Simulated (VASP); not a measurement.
Output of a VASP run:

OUTCAR:
```
 ion  position               nearest neighbor table
   1  0.527  0.007  0.415-  10 2.41   9 2.50   9 2.63  10 2.69   2 2.88   4 2.94   2 2.94   8 3.04
                             2 3.07   2 3.12
   2  0.487  0.498  0.414-  10 2.50  10 2.56   9 2.57   9 2.60   1 2.88   3 2.93   1 2.94   7 2.98
                             1 3.07   1 3.12
   3  0.507  0.514  0.303-  10 2.60  10 2.68   4 2.87   2 2.93   4 2.98   4 3.02   4 3.13
   4  0.515  0.996  0.304-  10 2.52  10 2.72   3 2.87   1 2.94   3 2.98   3 3.02   3 3.13
   5  0.506  0.976  0.644-  11 2.44  11 2.62  12 2.64  12 2.77   6 2.90   6 2.94   8 3.06   6 3.07
                             6 3.11
   6  0.527  0.505  0.641-  11 2.52  12 2.53  11 2.64  12 2.75   5 2.90   5 2.94   7 3.05   5 3.07
                             5 3.11
   7  0.463  0.490  0.526-  12 2.53   9 2.56  12 2.64   9 2.64   8 2.88   8 2.91   2 2.98   6 3.05
                             8 3.10   8 3.13
   8  0.506  0.028  0.530-  12 2.42   9 2.57  12 2.64   9 2.74   7 2.88   7 2.91   1 3.04   5 3.06
                             7 3.10   7 3.13
   9  0.004  0.002  0.470-   1 2.50   7 2.56   2 2.57   8 2.57   2 2.60   1 2.63   7 2.64   8 2.74
  LATTYP: Found a simple tetragonal cell.
 ALAT       =     4.2426410000
 C/A-ratio  =     6.2461094399
 Subroutine PRICEL returns:
 Original cell was already a primitive cell.
 Subroutine GETGRP returns: Found  1 space group operations
The static configuration has the point symmetry C_1 .
The dynamic configuration has the point symmetry C_1 .
 Subroutine INISYM returns: Found  1 space group operations
 Subroutine IBZKPT returns following result:
 Found     16 irreducible k-points:

 Following reciprocal coordinates:
            Coordinates               Weight
  0.000000  0.000000  0.000000      1.000000
  0.166667  0.000000  0.000000      2.000000
  0.333333  0.000000  0.000000      2.000000
  0.500000  0.000000  0.000000      1.000000
  0.000000  0.200000  0.000000      2.000000
  0.166667  0.200000  0.000000      2.000000
  0.333333  0.200000  0.000000      2.000000
  0.500000  0.200000  0.000000      2.000000
 -0.333333  0.200000  0.000000      2.000000
 -0.166667  0.200000  0.000000      2.000000
  0.000000  0.400000  0.000000      2.000000
  0.166667  0.400000  0.000000      2.000000
  0.333333  0.400000  0.000000      2.000000
  0.500000  0.400000  0.000000      2.000000
 -0.333333  0.400000  0.000000      2.000000
 -0.166667  0.400000  0.000000      2.000000
   k-points           NKPTS =     16   k-points in BZ     NKDIM =     16   number of bands    NBANDS=     41
   number of dos      NEDOS =    301   number of ions     NIONS =     12
   total plane-waves  NPLWV = 129600
   dimension x,y,z NGX =    24 NGY =   36 NGZ =  150
   dimension x,y,z NGXF=    48 NGYF=   72 NGZF=  300
   ions per type =               8   4
   PREC   = accura    normal or accurate (medium, high low for compatibility)
   ISTART =      0    job   : 0-new  1-cont  2-samecut
   ICHARG =      2    charge: 1-file 2-atom 10-const
   ISPIN  =      1    spin polarized calculation?
   LNONCOLLINEAR =      F non collinear calculations
   LSORBIT =      F    spin-orbit coupling
   INIWAV =      1    electr: 0-lowe 1-rand  2-diag
   ENCUT  =  300.0 eV  22.05 Ry    4.70 a.u.   5.99  8.47 37.43*2*pi/ulx,y,z
   NELM   =    100;   NELMIN=  2; NELMDL= -5     # of ELM steps
   EDIFF  = 0.1E-05   stopping-criterion for ELM
   LREAL  =      F    real-space projection
   NLSPLINE    = F    spline interpolate recip. space projectors
   LMAXMIX     =    6 max onsite mixed and CHGCAR
   VOSKOWN=      0    Vosko Wilk Nusair interpolation
   EDIFFG = 0.1E-04   stopping-criterion for IOM
   NSW    =      0    number of steps for IOM
   NBLOCK =      1;   KBLOCK =      1    inner block; outer block
   IBRION =     -1    ionic relax: 0-MD 1-quasi-New 2-CG
   NFREE  =      0    steps in history (QN), initial steepest desc. (CG)
   ISIF   =      2    stress and relaxation
   ISYM   =      2    0-nonsym 1-usesym 2-fastsym
   TEIN   =    0.0    initial temperature
   TEBEG  =    0.0;   TEEND  =   0.0 temperature during run
   SMASS  =  -3.00    Nose mass-parameter (am)
   PSTRESS=    0.0 pullay stress
   NELECT =      68.0000    total number of electrons
   EFERMI =   0.00;   METHOD = LEGACY
   ISMEAR =     0;   SIGMA  =   0.30  broadening in eV -4-tet -1-fermi 0-gaus
...
```

**OSZICAR**
```
       N       E                     dE             d eps       ncg     rms          rms(c)
DAV:   1     0.327578607796E+03    0.32758E+03   -0.19362E+04  1312   0.853E+02
DAV:   2    -0.174356814191E+02   -0.34501E+03   -0.33010E+03  1712   0.197E+02
DAV:   3    -0.447936429001E+02   -0.27358E+02   -0.26809E+02  1558   0.561E+01
DAV:   4    -0.456550775331E+02   -0.86143E+00   -0.85814E+00  1800   0.107E+01
DAV:   5    -0.456817271929E+02   -0.26650E-01   -0.26633E-01  1815   0.181E+00    0.174E+01
DAV:   6    -0.417398451433E+02    0.39419E+01   -0.35508E+01  1556   0.336E+01    0.880E+00
DAV:   7    -0.437540268860E+02   -0.20142E+01   -0.27393E+01  1721   0.312E+01    0.772E+00
DAV:   8    -0.413641774746E+02    0.23898E+01   -0.29248E+01  1774   0.204E+01    0.416E+00
DAV:   9    -0.409881479371E+02    0.37603E+00   -0.22440E+00  1574   0.807E+00    0.107E+00
DAV:  10    -0.409774931258E+02    0.10655E-01   -0.28841E-01  1517   0.319E+00    0.812E-01
DAV:  11    -0.409723807881E+02    0.51123E-02   -0.53004E-02  1608   0.109E+00    0.584E-01
DAV:  12    -0.409716657640E+02    0.71502E-03   -0.68872E-03  1760   0.336E-01    0.337E-01
DAV:  13    -0.409704684948E+02    0.11973E-02   -0.34253E-03  1592   0.315E-01    0.101E-01
DAV:  14    -0.409705021342E+02   -0.33639E-04   -0.43426E-04  1632   0.126E-01    0.558E-02
DAV:  15    -0.409701039066E+02    0.39823E-03   -0.39878E-04  1558   0.773E-02    0.309E-02
DAV:  16    -0.409700627035E+02    0.41203E-04   -0.41982E-05  1664   0.331E-02    0.159E-02
DAV:  17    -0.409699915327E+02    0.71171E-04   -0.45093E-05  1532   0.220E-02    0.132E-02
DAV:  18    -0.409699584678E+02    0.33065E-04   -0.25952E-05  1453   0.212E-02    0.589E-03
DAV:  19    -0.409699708139E+02   -0.12346E-04   -0.10677E-05  1125   0.181E-02    0.422E-03
DAV:  20    -0.409699859326E+02   -0.15119E-04   -0.22095E-06  1096   0.562E-03    0.227E-03
DAV:  21    -0.409700045945E+02   -0.18662E-04   -0.36610E-06  1041   0.848E-03    0.185E-03
DAV:  22    -0.409700165076E+02   -0.11913E-04   -0.32844E-07   981   0.363E-03    0.865E-04
DAV:  23    -0.409700377834E+02   -0.21276E-04   -0.11149E-06   982   0.346E-03    0.727E-04
DAV:  24    -0.409700502812E+02   -0.12498E-04   -0.53857E-07   921   0.257E-03    0.343E-04
DAV:  25    -0.409700562176E+02   -0.59365E-05   -0.17692E-07   942   0.935E-04    0.225E-04
DAV:  26    -0.409700589780E+02   -0.27604E-05   -0.18644E-07   887   0.107E-03    0.872E-05
DAV:  27    -0.409700595122E+02   -0.53419E-06   -0.34438E-08   886   0.422E-04
   1 F= -.40970060E+02 E0= -.40877400E+02  d E =-.185319E+00
```

### OUTCAR
```
------------------------ aborting loop because EDIFF is reached ----------------------------------------
  FORCE on cell =-STRESS in cart. coord.  units (eV):
  Direction    XX          YY          ZZ          XY          YZ          ZX
  --------------------------------------------------------------------------------------
  Total        5.3213344      6.2727254      5.8654022     -0.1010445      0.6272070      0.3115888
  in kB       17.8736271     21.0692180     19.7010755     -0.3393945      2.1067015      1.0465838
  external PRESSURE =      19.5479735 kB  Pullay stress =       0.0000000 kB
  volume of cell :      477.00
      direct lattice vectors                 reciprocal lattice vectors
     4.242641000  0.000000000  0.000000000     0.235702243  0.235702243  0.000000000
    -4.242641000  4.242641000  0.000000000     0.000000000  0.235702243  0.000000000
     0.000000000  0.000000000 26.500000000     0.000000000  0.000000000  0.037735849
 POSITION                                       TOTAL-FORCE (eV/Angst)
 -----------------------------------------------------------------------------------
      2.20670      0.02921     10.99970        -0.635121     -1.076256      0.362540
     -0.04380      2.11079     10.96594         0.028334      0.215126      0.235623
     -0.02837      2.18067      8.03891        -0.082349      0.029185     -0.232187
     -2.04301      4.22609      8.06414        -0.027841     -0.436709     -0.356434
     -1.99770      4.14253     17.07623        -0.724040      0.332042     -0.176391
      0.09381      2.14124     16.98162        -0.445983      0.089785      0.247117
     -0.11320      2.07917     13.94276         0.432409      0.461944      0.030422
      2.02857      0.11761     14.03350         0.284697     -1.160860     -0.551433
      0.00950      0.00702     12.44257         0.039426     -0.346314      0.537859
      2.04007      1.98363      9.59634         0.311826      1.403831     -0.987557
      0.01522      0.09020     18.44657         0.556187     -0.209315     -0.112871
      2.07486      2.10504     15.41174         0.262454      0.697541      1.003312
 -----------------------------------------------------------------------------------
    total drift:                                0.000219     -0.000338     -0.001630
  FREE ENERGIE OF THE ION-ELECTRON SYSTEM (eV)
  ---------------------------------------------------
  free  energy   TOTEN  =       -40.9700595122 eV

  energy  without entropy=      -40.7847404420  energy(sigma->0) =      -40.87739998
```
(Selected blocks of OUTCAR.)

### POSCAR
```
Al2Au
1
    4.2426410000     0.0000000000     0.0000000000
   -4.2426410000     4.2426410000     0.0000000000
    0.0000000000     0.0000000000    26.5000000000
Al Au
8 4
Direct
  0.5270090000   0.0068850000   0.4150830000
  0.4871950000   0.4975190000   0.4138090000
  0.5073020000   0.5139890000   0.3033550000
  0.5145570000  -0.0039000000   0.3043070000
  0.5055410000  -0.0235960000   0.6443860000
  0.5268050000   0.5046940000   0.6408160000
  0.4633850000   0.4900660000   0.5261420000
  0.5058580000   0.0277200000   0.5295660000
  0.0038940000   0.0016540000   0.4695310000
  0.9483940000   0.4675460000   0.3621260000
  0.0248490000   0.0212610000   0.6960970000
  0.9852120000   0.4961630000   0.5815750000
```

Problem. Write an INCAR and KPOINTS that could have produced this output.

Solution. One answer among several that fit: the input of the run itself, revPBE GGA, plane waves, VASP's PBE PAW potentials (set 64).

**KPOINTS**
```
Automatic mesh
0
G
 6 5 1
0 0 0
```

INCAR:
```
SYSTEM = Al2Au
PREC = Accurate
ENCUT = 300
EDIFF = 1E-6
NELM = 100
ALGO = Normal
LREAL = .FALSE.
LASPH = .TRUE.
ISMEAR = 0
SIGMA = 0.3
GGA = RE
LMAXMIX = 6
LWAVE = .FALSE.
LCHARG = .FALSE.
ISIF = 2
```

POTCAR, in this order: Al Au (PBE.64 set). Program: vasp_std.

At this cut-off the stress carries a Pulay error, which pulls relaxed volumes low. The cell holds a wide vacuum, so values per volume refer to the whole cell.

The cell is a sheet with vacuum, built from a generated structure.
